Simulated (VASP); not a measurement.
# Sr4Ti3NbO12 (Im-3m) in VASP: further runs, part 2 of 2

VASP 6.6.1. Earlier steps stand in the parts before.

### Step 3. Relaxation of cell and atoms, PBEsol

This run uses another cell than the first one, of 12.12 Å³/atom, 0.986 times its volume.

Contents of INCAR:

```
  ALGO = Normal
  EDIFF = 1E-7
  EDIFFG = -0.005
  ENCUT = 600
  GGA = PS
  IBRION = 2
  ISIF = 3
  ISMEAR = 0
  KPAR = 4
  LASPH = T
  LCHARG = F
  LREAL = F
  LWAVE = F
  NELM = 80
  NSW = 90
  PREC = Accurate
  SIGMA = 0.03
```

Contents of KPOINTS:

```
k-points
0
Gamma
  6 6 6
```

Contents of POSCAR:

```
Sr4Ti3NbO12                             
1.0
   -3.9275560221      3.9275560221      3.9275560221
    3.9275560221     -3.9275560221      3.9275560221
    3.9275560221      3.9275560221     -3.9275560221
  Sr              Nb              Ti              O             
     4     1     3    12
Direct
     0.5000000000000000    0.5000000000000000    0.5000000000000000
     0.0000000000000000    0.0000000000000000    0.5000000000000000
     0.0000000000000000    0.5000000000000000    0.0000000000000000
     0.5000000000000000    0.0000000000000000    0.0000000000000000
     0.0000000000000000    0.0000000000000000    0.0000000000000000
     0.5000000000000000    0.5000000000000000    0.0000000000000000
     0.5000000000000000    0.0000000000000000    0.5000000000000000
     0.0000000000000000    0.5000000000000000    0.5000000000000000
     0.0000000000000000    0.2507935011714365    0.2507935011714365
     0.5000000000000000    0.7500000000000000    0.2500000000000000
     0.5000000000000000    0.2500000000000000    0.7500000000000000
     0.0000000000000000    0.7492064988285635    0.7492064988285635
     0.2507935011714365    0.0000000000000000    0.2507935011714365
     0.7500000000000000    0.5000000000000000    0.2500000000000000
     0.7492064988285635    0.0000000000000000    0.7492064988285635
     0.2500000000000000    0.5000000000000000    0.7500000000000000
     0.2507935011714365    0.2507935011714365    0.0000000000000000
     0.7492064988285635    0.7492064988285635    0.0000000000000000
     0.7500000000000000    0.2500000000000000    0.5000000000000000
     0.2500000000000000    0.7500000000000000    0.5000000000000000
```

Potentials or basis: VASP PAW PBE potentials, release 64 (Sr_sv, Nb_sv, Ti_sv, O).

Run with:

```console
$ cat potpaw_PBE.64/Sr_sv/POTCAR potpaw_PBE.64/Nb_sv/POTCAR potpaw_PBE.64/Ti_sv/POTCAR potpaw_PBE.64/O/POTCAR > POTCAR
$ mpirun -np 4 vasp_std > vasp.out
```

OUTCAR:

```text
EDIFF = 1E-7
   EDIFFG = -0.005
   ENCUT = 600
   GGA = PS
   IBRION = 2
   ISIF = 3
   ISMEAR = 0
   LASPH = T
   LREAL = F
   NELM = 80
   NSW = 90
   PREC = Accurate

 ion  position               nearest neighbor table
   1  0.500  0.500  0.500-  10 2.78  11 2.78  14 2.78  16 2.78  19 2.78  20 2.78  18 2.78  15 2.78
                            12 2.78  17 2.78  13 2.78   9 2.78   5 3.40   6 3.40   6 3.40   7 3.40
   2  0.000  0.000  0.500-  11 2.78  16 2.78  19 2.78  20 2.78  14 2.78  10 2.78  17 2.78  12 2.78
                            13 2.78  18 2.78  15 2.78   9 2.78   5 3.40   5 3.40   6 3.40   8 3.40
   3  0.000  0.500  0.000-  10 2.78  14 2.78  16 2.78  20 2.78  19 2.78  11 2.78  17 2.78  18 2.78
                            13 2.78   9 2.78  15 2.78  12 2.78   5 3.40   8 3.40   6 3.40   5 3.40
   4  0.500  0.000  0.000-  10 2.78  11 2.78  14 2.78  19 2.78  20 2.78  16 2.78  17 2.78  18 2.78
                            13 2.78   9 2.78  15 2.78  12 2.78   5 3.40   7 3.40   6 3.40   6 3.40
   5  0.000  0.000  0.000-   9 1.97  12 1.97  13 1.97  15 1.97  17 1.97  18 1.97   3 3.40   4 3.40
                             1 3.40   2 3.40   2 3.40   3 3.40   4 3.40   1 3.40
   6  0.500  0.500  0.000-  17 1.96  18 1.96  14 1.96  16 1.96  10 1.96  11 1.96   3 3.40   4 3.40
                             1 3.40   2 3.40   1 3.40   4 3.40   3 3.40   2 3.40
   7  0.500  0.000  0.500-  13 1.96  15 1.96  10 1.96  11 1.96  19 1.96  20 1.96   3 3.40   4 3.40
[... 1757 lines left out ...]

  FORCE on cell =-STRESS in cart. coord.  units (eV):
  Direction    XX          YY          ZZ          XY          YZ          ZX
  --------------------------------------------------------------------------------------
  -------------------------------------------------------------------------------------
  Total        0.0009574      0.0009574      0.0009574     -0.0000000      0.0000000      0.0000000
  in kB        0.0063295      0.0063295      0.0063295     -0.0000000      0.0000000      0.0000000
  external PRESSURE =       0.0063295 kB  Pullay stress =       0.0000000 kB

 VOLUME and BASIS-vectors are now :
 -----------------------------------------------------------------------------
  energy-cutoff  :      600.00
  volume of cell :      242.34
      direct lattice vectors                 reciprocal lattice vectors
    -3.927556022  3.927556022  3.927556022     0.000000000  0.127305632  0.127305632
     3.927556022 -3.927556022  3.927556022     0.127305632  0.000000000  0.127305632
     3.927556022  3.927556022 -3.927556022     0.127305632  0.127305632  0.000000000

 POSITION                                       TOTAL-FORCE (eV/Angst)
 -----------------------------------------------------------------------------------
      1.96378      1.96378      1.96378        -0.000000      0.000000      0.000000
      1.96378      1.96378     -1.96378        -0.000000      0.000000      0.000000
      1.96378     -1.96378      1.96378        -0.000000      0.000000      0.000000
     -1.96378      1.96378      1.96378        -0.000000      0.000000      0.000000
      0.00000      0.00000      0.00000        -0.000000      0.000000      0.000000
      0.00000      0.00000      3.92756        -0.000000      0.000000      0.000000
[... 12 lines left out ...]
     -0.00000      3.92756      1.96378        -0.000000      0.000000      0.000000
      3.92756     -0.00000      1.96378        -0.000000      0.000000      0.000000
 -----------------------------------------------------------------------------------
    total drift:                                0.000000      0.000000     -0.000000

  FREE ENERGIE OF THE ION-ELECTRON SYSTEM (eV)
  ---------------------------------------------------
  free  energy   TOTEN  =      -169.4118092450 eV

  energy  without entropy=     -169.4081721611  energy(sigma->0) =     -169.40999070

 reached required accuracy - stopping structural energy minimisation
```

OSZICAR:

```text
N       E                     dE             d eps       ncg     rms          rms(c)
DAV:   1     0.219587236525E+04    0.21959E+04   -0.88693E+04  3072   0.201E+03
DAV:   2     0.220163128772E+03   -0.19757E+04   -0.18738E+04  3176   0.590E+02
DAV:   3    -0.173106197375E+03   -0.39327E+03   -0.38083E+03  4104   0.238E+02
[... 10 lines left out ...]
DAV:  14    -0.169411811116E+03    0.10276E-03   -0.63770E-04  4256   0.115E-01    0.329E-02
DAV:  15    -0.169411807795E+03    0.33216E-05   -0.75044E-05  4624   0.314E-02    0.167E-02
DAV:  16    -0.169411813222E+03   -0.54270E-05   -0.21382E-05  4608   0.195E-02    0.160E-02
DAV:  17    -0.169411809221E+03    0.40004E-05   -0.13291E-05  4336   0.158E-02    0.360E-03
DAV:  18    -0.169411809269E+03   -0.47346E-07   -0.19644E-06  4392   0.503E-03    0.221E-03
DAV:  19    -0.169411809245E+03    0.23550E-07   -0.78888E-08  1968   0.155E-03
   1 F= -.16941181E+03 E0= -.16940999E+03  d E =-.169412E+03
```

Wall time 5 min (4 MPI ranks of Intel Xeon Platinum 8375C at 2.90GHz (Ice Lake), shared host); peak memory 0.65 GiB.

What came out:

| Quantity | Value |
| --- | --- |
| Free energy | -169.4118 eV |
| Pressure after relaxing | 0.0 GPa |
| Band gap on the k mesh | none (metal or under the smearing width) |

Final structure:
```xyz
20
Lattice="-3.9276 3.9276 3.9276 3.9276 -3.9276 3.9276 3.9276 3.9276 -3.9276" Properties=species:S:1:pos:R:3 pbc="T T T"
Sr    1.9638    1.9638    1.9638
Sr    1.9638    1.9638   -1.9638
Sr    1.9638   -1.9638    1.9638
Sr   -1.9638    1.9638    1.9638
Nb    0.0000    0.0000    0.0000
Ti    0.0000    0.0000    3.9276
Ti    0.0000    3.9276    0.0000
Ti    3.9276    0.0000    0.0000
O     1.9700    0.0000    0.0000
O     1.9638    0.0000    3.9276
O     1.9638    3.9276    0.0000
O     5.8851    0.0000    0.0000
O     0.0000    1.9700    0.0000
O     0.0000    1.9638    3.9276
O     0.0000    5.8851    0.0000
O     3.9276    1.9638    0.0000
O     0.0000    0.0000    1.9700
O     0.0000    0.0000    5.8851
O     0.0000    3.9276    1.9638
O     3.9276    0.0000    1.9638
```

Caveat: the relaxation stopped at its first step, so nothing moved; the PAW data sets were made with another functional, which shifts forces and pressure a little; an odd number of electrons without spin polarisation forces a metal; a magnetic or distorted state may lie lower; semilocal functionals often make such compounds metallic where correlation or magnetic order opens a gap, which also shifts bond lengths.
